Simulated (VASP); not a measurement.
A convergence study with VASP on Ru (space group no. 194 when undisturbed): one setting is varied, all else stays as given below, so the limit is that of these other settings. One atom is moved off its site, so that forces are finite.

```
CELL_PARAMETERS angstrom
      1.35093    -2.33989     0.00000
      1.35093     2.33989     0.00000
      0.00000     0.00000     4.26716
ATOMIC_POSITIONS crystal
  Ru 0.33333 0.66667 0.26172
  Ru 0.66667 0.33333 0.75000
```

All values below come from PBE GGA, VASP's PBE PAW potentials (set 64) (plane waves; VASP). The tightest run used: 300 eV cut-off, 22×22×12 Γ-centred mesh, Fermi-Dirac smearing of 0.10 eV, potentials Ru_pv.

### Question
The settings run are 2×2×2 mesh; 3×3×2 mesh; 4×4×2 mesh; 5×5×3 mesh; 6×6×4 mesh; 7×7×4 mesh; 8×8×5 mesh; 9×9×5 mesh; 10×10×6 mesh; 11×11×6 mesh; 12×12×7 mesh; 13×13×8 mesh; 15×15×8 mesh; 16×16×9 mesh; 18×18×10 mesh; 20×20×11 mesh; 22×22×12 mesh. From which on does the energy per atom stay within 0.005 eV/atom of the tightest run?

### Answer
From 12×12×7 mesh on: it is off by 0.0029 there and by no more than 0.005 in any finer run, while 11×11×6 mesh is off by 0.0062.
```json
[
 {"setting": "2×2×2 mesh", "E (eV/atom)": "-8.1892", "pressure (GPa)": "18.83", "largest force (eV/Å)": "0.855", "irreducible k-points": "4", "difference judged (eV/atom)": "1.0392"},
 {"setting": "3×3×2 mesh", "E (eV/atom)": "-8.7754", "pressure (GPa)": "15.37", "largest force (eV/Å)": "0.332", "irreducible k-points": "6", "difference judged (eV/atom)": "0.4530"},
 {"setting": "4×4×2 mesh", "E (eV/atom)": "-9.4162", "pressure (GPa)": "2.70", "largest force (eV/Å)": "0.752", "irreducible k-points": "8", "difference judged (eV/atom)": "0.1878"},
 {"setting": "5×5×3 mesh", "E (eV/atom)": "-9.2328", "pressure (GPa)": "5.67", "largest force (eV/Å)": "0.709", "irreducible k-points": "12", "difference judged (eV/atom)": "0.0044"},
 {"setting": "6×6×4 mesh", "E (eV/atom)": "-9.1950", "pressure (GPa)": "7.35", "largest force (eV/Å)": "0.529", "irreducible k-points": "24", "difference judged (eV/atom)": "0.0334"},
 {"setting": "7×7×4 mesh", "E (eV/atom)": "-9.1993", "pressure (GPa)": "6.99", "largest force (eV/Å)": "0.540", "irreducible k-points": "28", "difference judged (eV/atom)": "0.0291"},
 {"setting": "8×8×5 mesh", "E (eV/atom)": "-9.2461", "pressure (GPa)": "6.07", "largest force (eV/Å)": "0.715", "irreducible k-points": "40", "difference judged (eV/atom)": "0.0177"},
 {"setting": "9×9×5 mesh", "E (eV/atom)": "-9.2403", "pressure (GPa)": "6.27", "largest force (eV/Å)": "0.683", "irreducible k-points": "50", "difference judged (eV/atom)": "0.0119"},
 {"setting": "10×10×6 mesh", "E (eV/atom)": "-9.2181", "pressure (GPa)": "6.62", "largest force (eV/Å)": "0.610", "irreducible k-points": "72", "difference judged (eV/atom)": "0.0103"},
 {"setting": "11×11×6 mesh", "E (eV/atom)": "-9.2222", "pressure (GPa)": "6.58", "largest force (eV/Å)": "0.674", "irreducible k-points": "84", "difference judged (eV/atom)": "0.0062"},
 {"setting": "12×12×7 mesh", "E (eV/atom)": "-9.2313", "pressure (GPa)": "6.38", "largest force (eV/Å)": "0.673", "irreducible k-points": "112", "difference judged (eV/atom)": "0.0029"},
 {"setting": "13×13×8 mesh", "E (eV/atom)": "-9.2267", "pressure (GPa)": "6.47", "largest force (eV/Å)": "0.637", "irreducible k-points": "147", "difference judged (eV/atom)": "0.0017"},
 {"setting": "15×15×8 mesh", "E (eV/atom)": "-9.2293", "pressure (GPa)": "6.44", "largest force (eV/Å)": "0.677", "irreducible k-points": "192", "difference judged (eV/atom)": "0.0009"},
 {"setting": "16×16×9 mesh", "E (eV/atom)": "-9.2283", "pressure (GPa)": "6.44", "largest force (eV/Å)": "0.651", "irreducible k-points": "234", "difference judged (eV/atom)": "0.0001"},
 {"setting": "18×18×10 mesh", "E (eV/atom)": "-9.2269", "pressure (GPa)": "6.48", "largest force (eV/Å)": "0.670", "irreducible k-points": "330", "difference judged (eV/atom)": "0.0015"},
 {"setting": "20×20×11 mesh", "E (eV/atom)": "-9.2271", "pressure (GPa)": "6.49", "largest force (eV/Å)": "0.658", "irreducible k-points": "429", "difference judged (eV/atom)": "0.0014"},
 {"setting": "22×22×12 mesh", "E (eV/atom)": "-9.2284", "pressure (GPa)": "6.45", "largest force (eV/Å)": "0.661", "irreducible k-points": "564", "difference judged (eV/atom)": "0.0000"}
]
```

VASP warned of too few bands at 2×2×2 mesh; 3×3×2 mesh; 6×6×4 mesh.

Left out are rungs that failed or repeat a setting and relaxations that didn't move; long series are thinned to 24 rows.

The structure is a typed Ru crystal (space group no. 194). The cell was not relaxed at this level, it is distorted from the ideal structure. VASP warned that the highest band is occupied, so more bands are needed.
